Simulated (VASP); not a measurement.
Output of a VASP run:

File OSZICAR:
```
...
DAV:   2    -0.310788793466E+02    0.32276E-04   -0.10654E-03  1884   0.566E-01    0.442E-02
DAV:   3    -0.310788385022E+02    0.40844E-04   -0.30055E-04  2196   0.326E-01    0.220E-02
DAV:   4    -0.310788291818E+02    0.93204E-05   -0.37884E-05  2252   0.508E-02    0.773E-03
DAV:   5    -0.310788284186E+02    0.76327E-06   -0.53203E-06  1686   0.354E-02
  23 F= -.31078828E+02 E0= -.31076179E+02  d E =-.365357E-04
       N       E                     dE             d eps       ncg     rms          rms(c)
DAV:   1    -0.310788394235E+02   -0.10242E-04   -0.16935E-03  2188   0.273E-01    0.298E-02
DAV:   2    -0.310788352222E+02    0.42014E-05   -0.16907E-04  1892   0.225E-01    0.175E-02
DAV:   3    -0.310788288218E+02    0.64004E-05   -0.47131E-05  2153   0.129E-01    0.858E-03
DAV:   4    -0.310788277086E+02    0.11132E-05   -0.57874E-06  1980   0.204E-02    0.315E-03
DAV:   5    -0.310788276700E+02    0.38534E-07   -0.87765E-07   892   0.178E-02
  24 F= -.31078828E+02 E0= -.31076181E+02  d E =-.357871E-04
       N       E                     dE             d eps       ncg     rms          rms(c)
DAV:   1    -0.310788314554E+02   -0.37468E-05   -0.34501E-04  2204   0.125E-01    0.138E-02
DAV:   2    -0.310788303317E+02    0.11237E-05   -0.37174E-05  1880   0.107E-01    0.821E-03
DAV:   3    -0.310788288505E+02    0.14811E-05   -0.97123E-06  1355   0.614E-02    0.374E-03
DAV:   4    -0.310788284697E+02    0.38083E-06   -0.11502E-06   907   0.118E-02
  25 F= -.31078828E+02 E0= -.31076181E+02  d E =-.365868E-04
       N       E                     dE             d eps       ncg     rms          rms(c)
DAV:   1    -0.310789936096E+02   -0.16476E-03   -0.28510E-02  2132   0.108E+00    0.105E-01
DAV:   2    -0.310789556870E+02    0.37923E-04   -0.22664E-03  1980   0.802E-01    0.616E-02
DAV:   3    -0.310788784355E+02    0.77251E-04   -0.60327E-04  2188   0.458E-01    0.300E-02
DAV:   4    -0.310788623202E+02    0.16115E-04   -0.67563E-05  2460   0.664E-02    0.112E-02
DAV:   5    -0.310788606399E+02    0.16803E-05   -0.10056E-05  2044   0.512E-02    0.400E-03
DAV:   6    -0.310788604917E+02    0.14821E-06   -0.25395E-06  1150   0.274E-02
  26 F= -.31078860E+02 E0= -.31076196E+02  d E =-.320220E-04
       N       E                     dE             d eps       ncg     rms          rms(c)
DAV:   1    -0.310788744572E+02   -0.13817E-04   -0.23470E-03  2172   0.311E-01    0.305E-02
DAV:   2    -0.310788704812E+02    0.39760E-05   -0.18451E-04  1940   0.231E-01    0.178E-02
DAV:   3    -0.310788639906E+02    0.64906E-05   -0.49810E-05  2164   0.133E-01    0.866E-03
DAV:   4    -0.310788625392E+02    0.14513E-05   -0.57131E-06  1891   0.199E-02    0.315E-03
DAV:   5    -0.310788623461E+02    0.19313E-06   -0.76398E-07   962   0.165E-02
  27 F= -.31078862E+02 E0= -.31076192E+02  d E =-.338764E-04
       N       E                     dE             d eps       ncg     rms          rms(c)
DAV:   1    -0.310788940183E+02   -0.31479E-04   -0.69848E-03  1724   0.443E-01    0.351E-02
DAV:   2    -0.310789011677E+02   -0.71495E-05   -0.31262E-04  2380   0.213E-01    0.188E-02
DAV:   3    -0.310788968881E+02    0.42796E-05   -0.58431E-05  2364   0.128E-01    0.134E-02
DAV:   4    -0.310788935903E+02    0.32978E-05   -0.88600E-06  1980   0.465E-02    0.470E-03
DAV:   5    -0.310788933115E+02    0.27880E-06   -0.13797E-06   992   0.130E-02
  28 F= -.31078893E+02 E0= -.31076220E+02  d E =-.309654E-04
```

File OUTCAR:
```
------------------------ aborting loop because EDIFF is reached ----------------------------------------
  FORCE on cell =-STRESS in cart. coord.  units (eV):
  Direction    XX          YY          ZZ          XY          YZ          ZX
  --------------------------------------------------------------------------------------
  Total       -0.0229553     -0.0199041     -0.0125214      0.0054524     -0.0208465     -0.0055996
  in kB       -0.2045044     -0.1773219     -0.1115503      0.0485742     -0.1857174     -0.0498856
  external PRESSURE =      -0.1644589 kB  Pullay stress =       0.0000000 kB
  volume of cell :      179.84
      direct lattice vectors                 reciprocal lattice vectors
    -2.833926601  2.833813347  5.603119761     0.000075091  0.176516536  0.089235624
     2.834258389 -2.833753689  5.603048850     0.176498907  0.000074481  0.089231339
     2.831464472  2.831307819 -5.602978358     0.176576221  0.176595473 -0.000006168
 POSITION                                       TOTAL-FORCE (eV/Angst)
 -----------------------------------------------------------------------------------
      2.83208      2.82801     -0.00071         0.003690      0.004705     -0.000291
      2.83237     -0.00114      2.80200         0.000569     -0.003627     -0.005026
      0.00578      0.00174     -0.00057        -0.005954     -0.004422      0.000907
     -0.00621      2.83596      2.79969         0.004193     -0.001096      0.002494
      1.44823      1.41696      7.00172        -0.000823      0.005142      0.003474
      4.24941      1.37790     -1.40025        -0.005063      0.005176      0.002855
      1.38123      1.41733      1.40456         0.003926     -0.005215     -0.003354
     -1.41588      1.44869      4.20324        -0.000538     -0.000662     -0.001060
 -----------------------------------------------------------------------------------
    total drift:                               -0.001804      0.001165      0.000966
  FREE ENERGIE OF THE ION-ELECTRON SYSTEM (eV)
  ---------------------------------------------------
  free  energy   TOTEN  =       -31.0788933115 eV

  energy  without entropy=      -31.0735461573  energy(sigma->0) =      -31.07621973

 reached required accuracy - stopping structural energy minimisation
```
(Selected blocks of OUTCAR.)

### POSCAR
```
CuGaSe2
1
   -2.8050000000     2.8050000000     5.5100000000
    2.8050000000    -2.8050000000     5.5100000000
    2.8050000000     2.8050000000    -5.5100000000
Ga Cu Se
2 2 4
Direct
  0.4983230000   0.5111240000   0.0058410000
  0.2460590000   0.7372880000   0.4942850000
 -0.0011780000   0.0088850000   0.0083980000
  0.7494880000   0.2559220000   0.4975750000
  0.8754920000   0.8714500000   0.4985070000
  0.1239150000   0.6324730000   0.0001880000
  0.3883310000   0.3763110000   0.5122380000
  0.6195700000   0.1065470000  -0.0170320000
```

Question: Reconstruct the remaining input files.

Answer: This is not unique; one that fits is the input of the run itself, PBE GGA, plane waves, VASP's PBE PAW potentials (set 64).

INCAR:
```
SYSTEM = CuGaSe2
PREC = Accurate
ENCUT = 300
EDIFF = 1E-6
NELM = 100
ALGO = Normal
LREAL = .FALSE.
LASPH = .TRUE.
ISMEAR = -1
SIGMA = 0.05
GGA = PE
LMAXMIX = 4
LWAVE = .FALSE.
LCHARG = .FALSE.
ISIF = 3
IBRION = 2
NSW = 50
EDIFFG = -0.01
```

File KPOINTS:
```
Automatic mesh
0
Gamma
3 3 4
0 0 0
```

POTCAR, in this order: Ga_d Cu Se (PBE.64 set). Program: vasp_std.

At this cut-off the stress carries a Pulay error, which pulls relaxed volumes low. Energy and stress use the plane-wave basis of the starting cell.

The structure is a typed CuGaSe2 crystal. In the starting cell atoms are displaced from their ideal sites. This run relaxes it. The run is one of a series of settings (EDIFFG = -0.01, IBRION = 2, ISIF = 3, NSW = 50 against the base run), some of them coarse on purpose.
